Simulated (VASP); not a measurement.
# N on Ni(100): which site?, part 4 of 7

Aim: adsorption energies of N on the high-symmetry sites of Ni(100), at a coverage of 1/4.

VASP 6.6.1, plane waves and PAW; the level of theory is named at each step.

Still holding for the runs below: The magnetic state follows from one typed start and may not be the lowest.

So far, largest spin moment in the PAW sphere (μB): step 2 (the bulk reference, job relaxation, k-mesh 19×19×19) 0.684; step 4 (relaxing the slab) 0.786.

### 6. Relaxing the adsorbate, site ontop

This step: RPBE, spin-polarised from a ferromagnetic start; plane waves and PAW (Ni, N) (VASP 6.6.1).

System of this step: Ni16N (Ni(100)). The cell holds 17 atoms: 16 Ni and 1 N. Its edges and angles: a = 5.027 Å, b = 5.027 Å, c = 20.332 Å, α = 90.0°, β = 90.0°, γ = 90.0°. It derives from Ni. N over the ontop site of Ni(100). Vacuum lies along c.

The adsorbate starts over a high-symmetry site, and it relaxes with the upper layers within that symmetry.

Input file INCAR:

```
SYSTEM = Ni16N
PREC = Normal
ENCUT = 440
EDIFF = 1E-05
NELM = 120
ISMEAR = 1
SIGMA = 0.15
LREAL = Auto
ALGO = Fast
GGA = RP
NBANDS = 120
ISPIN = 2
MAGMOM = 1 1 1 1 1 1 1 1 1 1 1 1 1 1 1 1 0
LASPH = .TRUE.
LMAXMIX = 4
LORBIT = 11
LWAVE = .FALSE.
LCHARG = .FALSE.
KPAR = 2
NCORE = 2
IBRION = 2
NSW = 50
ISIF = 2
EDIFFG = -0.03
POTIM = 0.4
MAXMIX = 40
IDIPOL = 3
LDIPOL = .TRUE.
DIPOL = 0.5 0.5 0.513
```

Input file POSCAR:

```
Ni16N
1.0
    5.0272167418      0.0000000000      0.0000000000
    0.0000000000      5.0272167418      0.0000000000
    0.0000000000      0.0000000000     20.3321685729
Ni N
16 1
Selective dynamics
Direct
    0.2500000000      0.2500000000      0.3688735900  F F F
    0.7500000000      0.2500000000      0.3688735900  F F F
    0.2500000000      0.7500000000      0.3688735900  F F F
    0.7500000000      0.7500000000      0.3688735900  F F F
    0.0000000000      0.0000000000      0.4562912000  F F F
    0.5000000000      0.0000000000      0.4562912000  F F F
    0.0000000000      0.5000000000      0.4562912000  F F F
    0.5000000000      0.5000000000      0.4562912000  F F F
    0.2500000000      0.2500000000      0.5453232500  T T T
    0.7500000000      0.2500000000      0.5453232500  T T T
    0.2500000000      0.7500000000      0.5453232500  T T T
    0.7500000000      0.7500000000      0.5453232500  T T T
    0.0000000000      0.0000000000      0.6298322300  T T T
    0.5000000000      0.0000000000      0.6298322300  T T T
    0.0000000000      0.5000000000      0.6298322300  T T T
    0.5000000000      0.5000000000      0.6298322300  T T T
    0.0000000000      0.0000000000      0.7232802100  T T T
```

Input file KPOINTS:

```
Automatic mesh
0
Gamma
5 5 1
0 0 0
```

The projector-augmented-wave data sets are Ni and N (PBE family, release 64).

Launch:

```sh
$ mpirun -np 4 vasp_std
```

The log of the run:

```text
[banner, memory and clock lines left out]
running    4 mpi-ranks, on    1 nodes
 distrk:  each k-point on    2 cores,    2 groups
 distr:  one band on    2 cores,    1 groups

 POSCAR found type information on POSCAR NiN
 POSCAR found :  2 types and      17 ions
 [... a notice as in an earlier step ...]

 LDA part: xc-table for (Slater+PW92), standard interpolation
 POSCAR, INCAR and KPOINTS ok, starting setup
 FFT: planning ... GRIDC
 FFT: planning ... GRID_SOFT
 FFT: planning ... GRID
 WAVECAR not read
 entering main loop
       N       E                     dE             d eps       ncg     rms          rms(c)
DAV:   1     0.119456900190E+04    0.11946E+04   -0.64340E+04  2880   0.131E+03
DAV:   2     0.358956166352E+02   -0.11587E+04   -0.10854E+04  2880   0.312E+02
DAV:   3    -0.861107759743E+02   -0.12201E+03   -0.10476E+03  3208   0.130E+02
DAV:   4    -0.947964652343E+02   -0.86857E+01   -0.82957E+01  3168   0.318E+01
DAV:   5    -0.949680712574E+02   -0.17161E+00   -0.17149E+00  3296   0.433E+00    0.398E+01
RMM:   6    -0.132866717138E+03   -0.37899E+02   -0.17020E+02  2888   0.681E+01    0.608E+01
RMM:   7    -0.130937115036E+03    0.19296E+01   -0.39638E+01  2886   0.284E+01    0.758E+01
RMM:   8    -0.969864810278E+02    0.33951E+02   -0.13629E+01  2898   0.182E+01    0.489E+01
RMM:   9    -0.799467057624E+02    0.17040E+02   -0.14098E+01  2903   0.184E+01    0.314E+01
RMM:  10    -0.892936423867E+02   -0.93469E+01   -0.11354E+01  2903   0.149E+01    0.620E+01
RMM:  11    -0.832831926092E+02    0.60104E+01   -0.12909E+01  2898   0.154E+01    0.365E+01
RMM:  12    -0.809574225687E+02    0.23258E+01   -0.52976E+00  2903   0.111E+01    0.350E+01
RMM:  13    -0.785114974545E+02    0.24459E+01   -0.19844E+00  2904   0.708E+00    0.293E+01
RMM:  14    -0.778024817348E+02    0.70902E+00   -0.40932E-01  2907   0.287E+00    0.246E+01
RMM:  15    -0.766649107455E+02    0.11376E+01   -0.68602E-01  2912   0.321E+00    0.134E+01
RMM:  16    -0.770126555194E+02   -0.34774E+00   -0.78594E-01  2902   0.404E+00    0.131E+01
RMM:  17    -0.771656370601E+02   -0.15298E+00   -0.54988E-01  2908   0.331E+00    0.112E+01
RMM:  18    -0.769935539301E+02    0.17208E+00   -0.14634E-01  2901   0.165E+00    0.899E+00
RMM:  19    -0.768459579236E+02    0.14760E+00   -0.20517E-01  2933   0.160E+00    0.562E+00
RMM:  20    -0.765862031725E+02    0.25975E+00   -0.41350E-01  3093   0.203E+00    0.482E+00
RMM:  21    -0.766132998432E+02   -0.27097E-01   -0.17964E-01  2990   0.127E+00    0.513E+00
RMM:  22    -0.770495652880E+02   -0.43627E+00   -0.28268E-01  3024   0.149E+00    0.390E+00
RMM:  23    -0.771932074973E+02   -0.14364E+00   -0.55550E-02  2911   0.783E-01    0.336E+00
RMM:  24    -0.773157365842E+02   -0.12253E+00   -0.20425E-02  2914   0.450E-01    0.314E+00
RMM:  25    -0.773725186654E+02   -0.56782E-01   -0.10558E-02  2906   0.377E-01    0.136E+00
RMM:  26    -0.775544251887E+02   -0.18191E+00   -0.25941E-02  3006   0.410E-01    0.745E-01
RMM:  27    -0.777934215664E+02   -0.23900E+00   -0.32265E-02  3039   0.416E-01    0.114E+00
RMM:  28    -0.779885958995E+02   -0.19517E+00   -0.17137E-02  2982   0.296E-01    0.712E-01
RMM:  29    -0.781192139451E+02   -0.13062E+00   -0.86924E-03  2943   0.212E-01    0.651E-01
RMM:  30    -0.782049487443E+02   -0.85735E-01   -0.82430E-03  2972   0.197E-01    0.406E-01
[...]
RMM:  34    -0.782347185347E+02   -0.24570E-02   -0.20117E-04  2819   0.430E-02    0.108E-01
RMM:  35    -0.782385941786E+02   -0.38756E-02   -0.40838E-04  2905   0.461E-02    0.828E-02
RMM:  36    -0.782404965077E+02   -0.19023E-02   -0.15261E-04  2608   0.287E-02    0.495E-02
RMM:  37    -0.782422780498E+02   -0.17815E-02   -0.15887E-04  2454   0.238E-02    0.294E-02
RMM:  38    -0.782430890160E+02   -0.81097E-03   -0.56719E-05  2129   0.136E-02    0.266E-02
RMM:  39    -0.782438033438E+02   -0.71433E-03   -0.29569E-05  1973   0.973E-03    0.124E-02
RMM:  40    -0.782442951992E+02   -0.49186E-03   -0.12787E-05  1853   0.691E-03    0.131E-02
RMM:  41    -0.782447582468E+02   -0.46305E-03   -0.14200E-05  1823   0.579E-03    0.116E-02
RMM:  42    -0.782449119785E+02   -0.15373E-03   -0.66676E-06  1767   0.442E-03    0.940E-03
RMM:  43    -0.782449516955E+02   -0.39717E-04   -0.21513E-06  1378   0.282E-03    0.697E-03
RMM:  44    -0.782449627797E+02   -0.11084E-04   -0.61579E-07  1103   0.202E-03    0.444E-03
RMM:  45    -0.782449690335E+02   -0.62538E-05   -0.46307E-07  1058   0.188E-03
   1 F= -.78244969E+02 E0= -.78242575E+02  d E =-.782450E+02  mag=    12.3678
 curvature:   0.00 expect dE= 0.000E+00 dE for cont linesearch  0.000E+00
 trial: gam= 0.00000 g(F)=  0.771E+00 g(S)=  0.000E+00 ort = 0.000E+00 (trialstep = 0.100E+01)
 search vector abs. value=  0.771E+00
 bond charge predicted
       N       E                     dE             d eps       ncg     rms          rms(c)
DAV:   1    -0.784764462895E+02   -0.23148E+00   -0.12468E+02  2936   0.296E+01    0.574E+00
RMM:   2    -0.785616915875E+02   -0.85245E-01   -0.30772E+00  2900   0.627E+00    0.598E+00
RMM:   3    -0.787625792742E+02   -0.20089E+00   -0.54871E-01  2913   0.278E+00    0.301E+00
RMM:   4    -0.787308983392E+02    0.31681E-01   -0.14099E-01  2928   0.134E+00    0.168E+00
RMM:   5    -0.787254696860E+02    0.54287E-02   -0.46587E-02  2920   0.849E-01    0.208E+00
RMM:   6    -0.787149231083E+02    0.10547E-01   -0.27308E-02  2905   0.666E-01    0.994E-01
RMM:   7    -0.785961919463E+02    0.11873E+00   -0.42342E-02  2956   0.612E-01    0.107E+00
RMM:   8    -0.786495153230E+02   -0.53323E-01   -0.79811E-03  2899   0.321E-01    0.721E-01
RMM:   9    -0.787076811838E+02   -0.58166E-01   -0.57708E-03  2910   0.226E-01    0.460E-01
RMM:  10    -0.787753952029E+02   -0.67714E-01   -0.68798E-03  2947   0.207E-01    0.150E-01
RMM:  11    -0.787950229760E+02   -0.19628E-01   -0.24156E-03  2911   0.142E-01    0.154E-01
RMM:  12    -0.788109627689E+02   -0.15940E-01   -0.12209E-03  2884   0.841E-02    0.781E-02
RMM:  13    -0.788196664749E+02   -0.87037E-02   -0.91514E-04  2866   0.722E-02    0.789E-02
RMM:  14    -0.788229796504E+02   -0.33132E-02   -0.41056E-04  2790   0.546E-02    0.430E-02
RMM:  15    -0.788252428597E+02   -0.22632E-02   -0.17442E-04  2511   0.294E-02    0.451E-02
RMM:  16    -0.788256713561E+02   -0.42850E-03   -0.48934E-05  2198   0.163E-02    0.246E-02
RMM:  17    -0.788257914783E+02   -0.12012E-03   -0.17074E-05  1936   0.128E-02    0.141E-02
RMM:  18    -0.788258478023E+02   -0.56324E-04   -0.78590E-06  1847   0.893E-03    0.104E-02
RMM:  19    -0.788258673487E+02   -0.19546E-04   -0.38878E-06  1783   0.627E-03    0.609E-03
RMM:  20    -0.788258884758E+02   -0.21127E-04   -0.19205E-06  1583   0.446E-03    0.606E-03
RMM:  21    -0.788259094177E+02   -0.20942E-04   -0.96536E-07  1371   0.325E-03    0.545E-03
RMM:  22    -0.788259178375E+02   -0.84198E-05   -0.67260E-07  1193   0.250E-03
   2 F= -.78825918E+02 E0= -.78830781E+02  d E =-.580949E+00  mag=    11.7154
[... from here on, the cycles between the ionic steps are left out ...]
   3 F= -.78837552E+02 E0= -.78842742E+02  d E =-.592582E+00  mag=    11.6499
   4 F= -.78838126E+02 E0= -.78843279E+02  d E =-.593157E+00  mag=    11.6618
   5 F= -.78844781E+02 E0= -.78849950E+02  d E =-.665454E-02  mag=    11.6489
   6 F= -.78856261E+02 E0= -.78861458E+02  d E =-.181346E-01  mag=    11.6043
   7 F= -.78857294E+02 E0= -.78862495E+02  d E =-.191680E-01  mag=    11.5851
   8 F= -.78860820E+02 E0= -.78866017E+02  d E =-.352617E-02  mag=    11.5955
   9 F= -.78861028E+02 E0= -.78866214E+02  d E =-.373350E-02  mag=    11.6015
  10 F= -.78864842E+02 E0= -.78870061E+02  d E =-.381396E-02  mag=    11.5907
  11 F= -.78868137E+02 E0= -.78873432E+02  d E =-.710994E-02  mag=    11.5619
  12 F= -.78869938E+02 E0= -.78875207E+02  d E =-.180036E-02  mag=    11.5489
  13 F= -.78870709E+02 E0= -.78875940E+02  d E =-.257147E-02  mag=    11.5348
  14 F= -.78871557E+02 E0= -.78876748E+02  d E =-.848209E-03  mag=    11.5378
  15 F= -.78873429E+02 E0= -.78878511E+02  d E =-.272018E-02  mag=    11.5441
  16 F= -.78873448E+02 E0= -.78878288E+02  d E =-.273945E-02  mag=    11.5608
  17 F= -.78873989E+02 E0= -.78878960E+02  d E =-.328023E-02  mag=    11.5521
  18 F= -.78873964E+02 E0= -.78878879E+02  d E =-.325465E-02  mag=    11.5559
  19 F= -.78874028E+02 E0= -.78878978E+02  d E =-.331875E-02  mag=    11.5539
  20 F= -.78874022E+02 E0= -.78878960E+02  d E =-.331259E-02  mag=    11.5546
  21 F= -.78874254E+02 E0= -.78879168E+02  d E =-.232324E-03  mag=    11.5538
  22 F= -.78874627E+02 E0= -.78879474E+02  d E =-.605041E-03  mag=    11.5522
  23 F= -.78874687E+02 E0= -.78879509E+02  d E =-.665182E-03  mag=    11.5534
  24 F= -.78874776E+02 E0= -.78879560E+02  d E =-.754024E-03  mag=    11.5531
  25 F= -.78874860E+02 E0= -.78879657E+02  d E =-.846739E-04  mag=    11.5541
  26 F= -.78875068E+02 E0= -.78879889E+02  d E =-.292841E-03  mag=    11.5537
  27 F= -.78875089E+02 E0= -.78879919E+02  d E =-.313517E-03  mag=    11.5540
 curvature:  -1.53 expect dE=-0.336E-03 dE for cont linesearch -0.193E-05
 trial: gam= 1.02235 g(F)=  0.219E-03 g(S)=  0.000E+00 ort =-0.171E-04 (trialstep = 0.627E+00)
 search vector abs. value=  0.427E-03
 bond charge predicted
       N       E                     dE             d eps       ncg     rms          rms(c)
DAV:   1    -0.788751149339E+02   -0.29066E-04   -0.26362E-02  3064   0.441E-01    0.670E-02
RMM:   2    -0.788751281793E+02   -0.13245E-04   -0.43271E-04  2838   0.870E-02    0.506E-02
RMM:   3    -0.788751578028E+02   -0.29624E-04   -0.79198E-05  2469   0.327E-02    0.233E-02
RMM:   4    -0.788750712095E+02    0.86593E-04   -0.30538E-05  2081   0.212E-02    0.175E-02
RMM:   5    -0.788750598463E+02    0.11363E-04   -0.13767E-05  1893   0.142E-02    0.198E-02
RMM:   6    -0.788750096689E+02    0.50177E-04   -0.30705E-06  1752   0.730E-03    0.105E-02
RMM:   7    -0.788750201753E+02   -0.10506E-04   -0.11071E-06  1656   0.403E-03    0.920E-03
RMM:   8    -0.788750523471E+02   -0.32172E-04   -0.95933E-07  1501   0.315E-03    0.618E-03
RMM:   9    -0.788751059272E+02   -0.53580E-04   -0.93748E-07  1288   0.243E-03    0.603E-03
RMM:  10    -0.788751484677E+02   -0.42540E-04   -0.12099E-06  1470   0.279E-03    0.365E-03
RMM:  11    -0.788751730314E+02   -0.24564E-04   -0.82556E-07  1229   0.238E-03    0.285E-03
RMM:  12    -0.788751819700E+02   -0.89386E-05   -0.33268E-07  1060   0.193E-03
  28 F= -.78875182E+02 E0= -.78880036E+02  d E =-.928824E-04  mag=    11.5487
 trial-energy change:   -0.000093  1 .order   -0.000077   -0.000127   -0.000027
 step:   0.7932(harm=  0.7932)  dis= 0.00020  next Energy=   -78.875169 (dE=-0.801E-04)
 reached required accuracy - stopping structural energy minimisation
```

Wall time 22 min (4 MPI ranks of Intel Xeon Platinum 8559C (Emerald Rapids), shared host); peak memory 1.5 GiB.

Parts of OUTCAR (step 6):

```text
   k-points           NKPTS =      6   k-points in BZ     NKDIM =      6   number of bands    NBANDS=    120

   NELECT =     165.0000    total number of electrons

 dipolmoment           0.000000      0.000000      0.169489 electrons x Angstroem

 E-fermi :  -0.0157

 spin component 1
 k-point     1 :       0.0000    0.0000    0.0000
  band No.  band energies     occupation
    ...
     83      -0.5042      1.00002
     84      -0.5042      1.00002
     85      -0.3733      1.00192
     86      -0.2673      1.01956
     87      -0.0334      0.59861
     88       0.4200     -0.00016
     89       0.5762     -0.00000
     90       0.7024     -0.00000
     91       0.7024     -0.00000
     92       0.9151     -0.00000
    ...

 k-point     2 :       0.2000    0.0000    0.0000
  band No.  band energies     occupation
    ...
     84      -0.5352      1.00001
     85      -0.4792      1.00006
     86      -0.4053      1.00074
     87      -0.3831      1.00145
     88      -0.1460      1.00547
     89       0.2537     -0.01456
     90       0.9541     -0.00000
     91       1.0100     -0.00000
     92       1.1863     -0.00000
     93       1.2467     -0.00000
    ...

  Total       -6.8127777     -6.8127777     -2.8702278      0.0000000      0.0000000     -0.0000000
  in kB      -21.2420233    -21.2420233     -8.9492787      0.0000000      0.0000000     -0.0000000
  external PRESSURE =     -17.1444418 kB  Pullay stress =       0.0000000 kB

 POSITION                                       TOTAL-FORCE (eV/Angst)
 -----------------------------------------------------------------------------------
      1.25680      1.25680      7.50000         0.020714      0.020714      0.306778
      3.77041      1.25680      7.50000        -0.020714      0.020714      0.306778
      1.25680      3.77041      7.50000         0.020714     -0.020714      0.306778
      3.77041      3.77041      7.50000        -0.020714     -0.020714      0.306778
      0.00000      0.00000      9.27739         0.000000     -0.000000     -0.207453
      2.51361      0.00000      9.27739         0.000000     -0.000000     -0.264450
      0.00000      2.51361      9.27739         0.000000     -0.000000     -0.264450
      2.51361      2.51361      9.27739         0.000000     -0.000000     -0.407470
      1.25804      1.25804     11.06866        -0.002371     -0.002371     -0.013522
      3.76917      1.25804     11.06866         0.002371     -0.002371     -0.013522
      1.25804      3.76917     11.06866        -0.002371      0.002371     -0.013522
      3.76917      3.76917     11.06866         0.002371      0.002371     -0.013522
      0.00000      0.00000     12.81767         0.000000     -0.000000     -0.023233
      2.51361      0.00000     12.83704         0.000000     -0.000000      0.002327
      5.02722      2.51361     12.83704         0.000000     -0.000000      0.002327
      2.51361      2.51361     12.75707         0.000000     -0.000000     -0.004942
      5.02722      0.00000     14.44127         0.000000     -0.000000     -0.005683
 -----------------------------------------------------------------------------------
    total drift:                                0.000000      0.000000      0.026070

  FREE ENERGIE OF THE ION-ELECTRON SYSTEM (eV)
  ---------------------------------------------------
  free  energy   TOTEN  =       -78.8751819700 eV

  energy  without entropy=      -78.8897443665  energy(sigma->0) =      -78.88003610

 vacuum level on the upper side and lower side of the slab         5.929         4.720

 magnetization (x)
# of ion       s       p       d       tot
------------------------------------------
    1       -0.003  -0.021   0.779   0.755
    2       -0.003  -0.021   0.779   0.755
    3       -0.003  -0.021   0.779   0.755
    4       -0.003  -0.021   0.779   0.755
    5       -0.009  -0.026   0.720   0.685
    6       -0.008  -0.027   0.758   0.724
    7       -0.008  -0.027   0.758   0.724
    8       -0.007  -0.024   0.717   0.686
    9       -0.007  -0.026   0.744   0.710
   10       -0.007  -0.026   0.744   0.710
   11       -0.007  -0.026   0.744   0.710
   12       -0.007  -0.026   0.744   0.710
   13       -0.001  -0.012   0.389   0.377
   14       -0.012  -0.016   0.719   0.691
   15       -0.012  -0.016   0.719   0.691
   16       -0.012  -0.025   0.811   0.775
   17        0.009   0.430   0.000   0.438
--------------------------------------------------
tot         -0.101   0.069  11.685  11.654

[... 8 parts as in an earlier step ...]

[... 14 further parts left out ...]
```

CONTCAR:

```
Ni16N
   1.00000000000000
     5.0272167418000002    0.0000000000000000    0.0000000000000000
     0.0000000000000000    5.0272167418000002    0.0000000000000000
     0.0000000000000000    0.0000000000000000   20.3321685728999988
  Ni              N
    16     1
Selective dynamics
Direct
     0.2500000000000000    0.2500000000000000    0.3688735899999998   F   F   F
     0.7500000000000000    0.2500000000000000    0.3688735899999998   F   F   F
     0.2500000000000000    0.7500000000000000    0.3688735899999998   F   F   F
     0.7500000000000000    0.7500000000000000    0.3688735899999998   F   F   F
     0.0000000000000000    0.0000000000000000    0.4562912000000026   F   F   F
     0.5000000000000000    0.0000000000000000    0.4562912000000026   F   F   F
     0.0000000000000000    0.5000000000000000    0.4562912000000026   F   F   F
     0.5000000000000000    0.5000000000000000    0.4562912000000026   F   F   F
     0.2502464564128390    0.2502464564128390    0.5443913437072974   T   T   T
     0.7497535435871611    0.2502464564128390    0.5443913437072974   T   T   T
     0.2502464564128390    0.7497535435871611    0.5443913437072974   T   T   T
     0.7497535435871611    0.7497535435871611    0.5443913437072974   T   T   T
     0.0000000000000000    0.0000000000000000    0.6304131139703998   T   T   T
     0.5000000000000000    0.0000000000000000    0.6313662122312168   T   T   T
     1.0000000000000000    0.5000000000000000    0.6313662122312168   T   T   T
     0.5000000000000000    0.5000000000000000    0.6274328644087248   T   T   T
     1.0000000000000000    0.0000000000000000    0.7102672044696674   T   T   T
```

Relaxation path (22 of 28):

| step | energy less that of the first step (eV) | largest force (eV/Å) |
| --- | --- | --- |
| 1 | 0.0000 | 3.1605 |
| 2 | -0.5809 | 0.9726 |
| 4 | -0.5932 | 0.2455 |
| 5 | -0.5998 | 0.2329 |
| 6 | -0.6113 | 0.3335 |
| 7 | -0.6123 | 0.3823 |
| 9 | -0.6161 | 0.3056 |
| 10 | -0.6199 | 0.2476 |
| 11 | -0.6232 | 0.1760 |
| 13 | -0.6257 | 0.3110 |
| 14 | -0.6266 | 0.2781 |
| 15 | -0.6285 | 0.1277 |
| 16 | -0.6285 | 0.1434 |
| 18 | -0.6290 | 0.0928 |
| 19 | -0.6291 | 0.0531 |
| 20 | -0.6291 | 0.0702 |
| 22 | -0.6297 | 0.0765 |
| 23 | -0.6297 | 0.0718 |
| 24 | -0.6298 | 0.0702 |
| 25 | -0.6299 | 0.0482 |
| 27 | -0.6301 | 0.0601 |
| 28 | -0.6302 | 0.0232 |

The atoms that moved most (Å):

| atom | dx | dy | dz | length |
| --- | --- | --- | --- | --- |
| N17 | 0.000 | 0.000 | -0.265 | 0.265 |
| Ni16 | 0.000 | 0.000 | -0.049 | 0.049 |
| Ni15 | 0.000 | 0.000 | 0.031 | 0.031 |
| Ni14 | 0.000 | 0.000 | 0.031 | 0.031 |
| Ni9 | 0.001 | 0.001 | -0.019 | 0.019 |
| Ni10 | -0.001 | 0.001 | -0.019 | 0.019 |
| Ni11 | 0.001 | -0.001 | -0.019 | 0.019 |
| Ni12 | -0.001 | -0.001 | -0.019 | 0.019 |

Final coordinates:

```xyz
17
Lattice="5.0272 0.0000 0.0000 0.0000 5.0272 0.0000 0.0000 0.0000 20.3322" Properties=species:S:1:pos:R:3
Ni    1.2568    1.2568    7.5000
Ni    3.7704    1.2568    7.5000
Ni    1.2568    3.7704    7.5000
Ni    3.7704    3.7704    7.5000
Ni    0.0000    0.0000    9.2774
Ni    2.5136    0.0000    9.2774
Ni    0.0000    2.5136    9.2774
Ni    2.5136    2.5136    9.2774
Ni    1.2580    1.2580   11.0687
Ni    3.7692    1.2580   11.0687
Ni    1.2580    3.7692   11.0687
Ni    3.7692    3.7692   11.0687
Ni    0.0000    0.0000   12.8177
Ni    2.5136    0.0000   12.8370
Ni    0.0000    2.5136   12.8370
Ni    2.5136    2.5136   12.7571
N     0.0000    0.0000   14.4413
```

Numbers from this step:

| Property | Result |
| --- | --- |
| electronic cycles | 262 |
| electrons | 165 |
| free energy (TOTEN) | -78.8752 eV |
| energy at zero smearing | -78.8800 eV |
| Fermi energy | -0.0157 eV |
| moment of the cell, from the last line of the log | 11.55 μB |
| dipole moment | 0, 0, 0.1695 e·Å |

Spin moment in the PAW sphere by atom:

| atom | spin moment in the PAW sphere (μB) |
| --- | --- |
| Ni1 | 0.755 |
| Ni2 | 0.755 |
| Ni3 | 0.755 |
| Ni4 | 0.755 |
| Ni5 | 0.685 |
| Ni6 | 0.724 |
| Ni7 | 0.724 |
| Ni8 | 0.686 |
| Ni9 | 0.710 |
| Ni10 | 0.710 |
| Ni11 | 0.710 |
| Ni12 | 0.710 |
| Ni13 | 0.377 |
| Ni14 | 0.691 |
| Ni15 | 0.691 |
| Ni16 | 0.775 |
| N17 | 0.438 |

The run ended after 28 ionic steps, 0.630 eV below its first step, once the forces on the free atoms met EDIFFG = -0.03.

VASP counts the dipole in electrons times Å, so a positive number points the physical dipole along −c.

[end of part 4 of 7]

[Lines on the potential files, build, host, timing and source positions are cut from VASP's logs without a mark.]

[Logs are printed without paths, hosts, clocks, repeated set-up lines and the standing remarks that a program may print on its own settings, such as how far it seeks lower states.]

[Hosts, paths, dates, database ids (printed as entryN), source tags and the programs' standing remarks are cut or masked in the printed files.]

[Runs that stopped without an error message from VASP are left out.]
